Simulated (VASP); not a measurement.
Output of a VASP run:

OUTCAR:
```
 ion  position               nearest neighbor table
   1  0.667  0.333  0.500-   4 2.32   4 2.32   4 2.32   3 2.32
   2  0.333  0.667  0.000-   3 2.32   3 2.32   3 2.32   4 2.32
   3  0.667  0.333  0.875-   2 2.32   2 2.32   2 2.32   1 2.32
   4  0.333  0.667  0.375-   1 2.32   1 2.32   1 2.32   2 2.32
  LATTYP: Found a hexagonal cell.
 ALAT       =     3.7841256541
 C/A-ratio  =     1.6373780957
 Subroutine PRICEL returns:
 Original cell was already a primitive cell.
 Subroutine GETGRP returns: Found 12 space group operations
The static configuration has the point symmetry C_3v.
 The point group associated with its full space group is C_6v.
The dynamic configuration has the point symmetry C_3v.
 Subroutine INISYM returns: Found 12 space group operations
 Subroutine IBZKPT returns following result:
 Found     21 irreducible k-points:

 Following reciprocal coordinates:
            Coordinates               Weight
  0.000000  0.000000  0.000000      1.000000
  0.166667 -0.000000  0.000000      6.000000
  0.333333 -0.000000  0.000000      6.000000
  0.500000 -0.000000  0.000000      3.000000
  0.166667  0.166667  0.000000      6.000000
  0.333333  0.166667  0.000000     12.000000
  0.333333  0.333333  0.000000      2.000000
  0.000000  0.000000  0.250000      2.000000
  0.166667 -0.000000  0.250000     12.000000
  0.333333 -0.000000  0.250000     12.000000
  0.500000 -0.000000  0.250000      6.000000
  0.166667  0.166667  0.250000     12.000000
  0.333333  0.166667  0.250000     24.000000
  0.333333  0.333333  0.250000      4.000000
  0.000000  0.000000  0.500000      1.000000
  0.166667 -0.000000  0.500000      6.000000
  0.333333 -0.000000  0.500000      6.000000
  0.500000 -0.000000  0.500000      3.000000
  0.166667  0.166667  0.500000      6.000000
  0.333333  0.166667  0.500000     12.000000
  0.333333  0.333333  0.500000      2.000000
   k-points           NKPTS =     21   k-points in BZ     NKDIM =     21   number of bands    NBANDS=     22
   number of dos      NEDOS =    301   number of ions     NIONS =      4
   total plane-waves  NPLWV =  37632
   dimension x,y,z NGX =    28 NGY =   28 NGZ =   48
   dimension x,y,z NGXF=    56 NGYF=   56 NGZF=   96
   ions per type =               2   2
   PREC   = accura    normal or accurate (medium, high low for compatibility)
   ISTART =      0    job   : 0-new  1-cont  2-samecut
   ICHARG =      2    charge: 1-file 2-atom 10-const
   ISPIN  =      1    spin polarized calculation?
   LNONCOLLINEAR =      F non collinear calculations
   LSORBIT =      F    spin-orbit coupling
   INIWAV =      1    electr: 0-lowe 1-rand  2-diag
   ENCUT  =  520.0 eV  38.22 Ry    6.18 a.u.   7.04  7.04 11.52*2*pi/ulx,y,z
   NELM   =    100;   NELMIN=  2; NELMDL= -5     # of ELM steps
   EDIFF  = 0.1E-05   stopping-criterion for ELM
   LREAL  =      F    real-space projection
   NLSPLINE    = F    spline interpolate recip. space projectors
   LMAXMIX     =    4 max onsite mixed and CHGCAR
   VOSKOWN=      0    Vosko Wilk Nusair interpolation
   EDIFFG = -.2E-01   stopping-criterion for IOM
   NSW    =     60    number of steps for IOM
   NBLOCK =      1;   KBLOCK =     60    inner block; outer block
   IBRION =      2    ionic relax: 0-MD 1-quasi-New 2-CG
   NFREE  =      1    steps in history (QN), initial steepest desc. (CG)
   ISIF   =      3    stress and relaxation
   ISYM   =      2    0-nonsym 1-usesym 2-fastsym
   TEIN   =    0.0    initial temperature
   TEBEG  =    0.0;   TEEND  =   0.0 temperature during run
   SMASS  =  -3.00    Nose mass-parameter (am)
   PSTRESS=    0.0 pullay stress
   NELECT =      36.0000    total number of electrons
   EFERMI =   0.00;   METHOD = LEGACY
   ISMEAR =     0;   SIGMA  =   0.05  broadening in eV -4-tet -1-fermi 0-gaus
   IALGO  =     38    algorithm
   LDIAG  =      T    sub-space diagonalisation (order eigenvalues)
   IMIX   =      4    mixing-type and parameters
     AMIX     =   0.40;   BMIX     =  1.00
     AMIX_MAG =   1.60;   BMIX_MAG =  1.00
...
```

**OSZICAR**
```
       N       E                     dE             d eps       ncg     rms          rms(c)
DAV:   1     0.244794324622E+03    0.24479E+03   -0.17571E+04   924   0.198E+03
DAV:   2     0.162159437202E+02   -0.22858E+03   -0.22212E+03   966   0.379E+02
DAV:   3    -0.520802307229E+01   -0.21424E+02   -0.21303E+02  1116   0.119E+02
DAV:   4    -0.567890210960E+01   -0.47088E+00   -0.47041E+00  1080   0.183E+01
DAV:   5    -0.568807265687E+01   -0.91705E-02   -0.91695E-02  1136   0.247E+00    0.106E+01
DAV:   6    -0.489704116395E+01    0.79103E+00   -0.19942E+00  1380   0.441E+01    0.806E+00
DAV:   7    -0.493917959509E+01   -0.42138E-01   -0.19360E+00  1002   0.803E+00    0.334E+00
DAV:   8    -0.491736866698E+01    0.21811E-01   -0.10591E-01  1250   0.440E+00    0.109E+00
DAV:   9    -0.491755608865E+01   -0.18742E-03   -0.24331E-02  1270   0.253E+00    0.274E-01
DAV:  10    -0.491766411486E+01   -0.10803E-03   -0.11149E-03  1080   0.440E-01    0.173E-01
DAV:  11    -0.491783271484E+01   -0.16860E-03   -0.23227E-04  1026   0.112E-01    0.511E-02
DAV:  12    -0.491784604190E+01   -0.13327E-04   -0.23963E-05  1296   0.616E-02    0.144E-02
DAV:  13    -0.491784810584E+01   -0.20639E-05   -0.39025E-06   986   0.138E-02    0.785E-03
DAV:  14    -0.491784861001E+01   -0.50417E-06   -0.65538E-07   768   0.716E-03
   1 F= -.49178486E+01 E0= -.49178486E+01  d E =-.491785E+01
       N       E                     dE             d eps       ncg     rms          rms(c)
DAV:   1    -0.508478265871E+01   -0.16693E+00   -0.24173E+00  1080   0.300E+01    0.302E+00
DAV:   2    -0.494437250830E+01    0.14041E+00   -0.54328E-01  1056   0.170E+01    0.118E+00
DAV:   3    -0.492703359134E+01    0.17339E-01   -0.24686E-02  1004   0.122E+00    0.578E-01
DAV:   4    -0.492265160771E+01    0.43820E-02   -0.25211E-03  1038   0.380E-01    0.298E-01
DAV:   5    -0.492187644683E+01    0.77516E-03   -0.61393E-04  1462   0.648E-01    0.262E-02
DAV:   6    -0.492190106185E+01   -0.24615E-04   -0.45952E-04  1082   0.312E-01    0.292E-02
DAV:   7    -0.492190149980E+01   -0.43795E-06   -0.22839E-05  1104   0.332E-02    0.258E-02
DAV:   8    -0.492190334725E+01   -0.18475E-05   -0.45352E-06   864   0.262E-02    0.139E-02
DAV:   9    -0.492190274407E+01    0.60318E-06   -0.22845E-06   590   0.226E-02
   2 F= -.49219027E+01 E0= -.49219027E+01  d E =-.405413E-02
       N       E                     dE             d eps       ncg     rms          rms(c)
DAV:   1    -0.493327749465E+01   -0.11374E-01   -0.15738E-01  1092   0.742E+00    0.785E-01
DAV:   2    -0.492387707485E+01    0.94004E-02   -0.39059E-02  1050   0.505E+00    0.301E-01
DAV:   3    -0.492277347099E+01    0.11036E-02   -0.15647E-03   990   0.294E-01    0.144E-01
DAV:   4    -0.492250174928E+01    0.27172E-03   -0.17810E-04  1146   0.110E-01    0.875E-02
DAV:   5    -0.492244797909E+01    0.53770E-04   -0.47979E-05  1502   0.151E-01    0.968E-03
DAV:   6    -0.492244841508E+01   -0.43599E-06   -0.31828E-05  1014   0.709E-02    0.718E-03
DAV:   7    -0.492244774828E+01    0.66680E-06   -0.88037E-06  1014   0.174E-02
   3 F= -.49224477E+01 E0= -.49224477E+01  d E =-.459914E-02
```

File OUTCAR:
```
------------------------ aborting loop because EDIFF is reached ----------------------------------------
  FORCE on cell =-STRESS in cart. coord.  units (eV):
  Direction    XX          YY          ZZ          XY          YZ          ZX
  --------------------------------------------------------------------------------------
  Total        0.0205940      0.0205940      0.0768980      0.0000000      0.0000000      0.0000000
  in kB        0.4227434      0.4227434      1.5785238      0.0000000      0.0000000      0.0000000
  external PRESSURE =       0.8080035 kB  Pullay stress =       0.0000000 kB
  volume of cell :       78.05
      direct lattice vectors                 reciprocal lattice vectors
     1.901195259 -3.292966742  0.000000000     0.262992450 -0.151838764  0.000000000
     1.901195259  3.292966742  0.000000000     0.262992450  0.151838764 -0.000000000
     0.000000000  0.000000000  6.233481900     0.000000000  0.000000000  0.160423984
  FREE ENERGIE OF THE ION-ELECTRON SYSTEM (eV)
  ---------------------------------------------------
  free  energy   TOTEN  =        -4.9224477483 eV

  energy  without entropy=       -4.9224477483  energy(sigma->0) =       -4.92244775

 reached required accuracy - stopping structural energy minimisation
```
(Selected blocks of OUTCAR.)

POSCAR:
```
ZnS
1
    1.8920628449    -3.2771489373    -0.0000000000
    1.8920628449     3.2771489373     0.0000000000
    0.0000000000     0.0000000000     6.1960444575
Zn S
2 2
Direct
  0.6666670000   0.3333330000   0.5001341469
  0.3333330000   0.6666670000   0.0001341469
  0.6666670000   0.3333330000   0.8748658531
  0.3333330000   0.6666670000   0.3748658531
```

Write an INCAR and KPOINTS that could have produced this output.

Several could match; the one computed here: the input of the run itself, vdW-DF-cx, plane waves, VASP's PBE PAW potentials (set 64).

### INCAR
```
NSW=60
SIGMA=0.05
LWAVE=.FALSE.
ALGO=Normal
ISMEAR=0
ENCUT=520
SYSTEM=ZnS
EDIFF=1E-6
AGGAC=0.0
GGA=CX
PREC=Accurate
ISIF=3   ! ions, shape and volume
LCHARG=.FALSE.
LUSE_VDW=.TRUE.
LMAXMIX=4   ! l cut-off of mixed one-centre charges
LASPH=.TRUE.
EDIFFG=-0.02
NELM=100   ! most electronic steps
LREAL=.FALSE.   ! projection in real space or not
IBRION=2   ! conjugate gradients
```

KPOINTS:
```
Automatic mesh
0
Gamma
6 6 4
0 0 0
```

POTCAR, in this order: Zn S (PBE.64 set). Program: vasp_std.

The compound is ZnS in the wurtzite structure, the high-temperature form. This run relaxes it. Symmetry was kept, so distortions that lower it aren't found. The start is the result of an earlier pass.
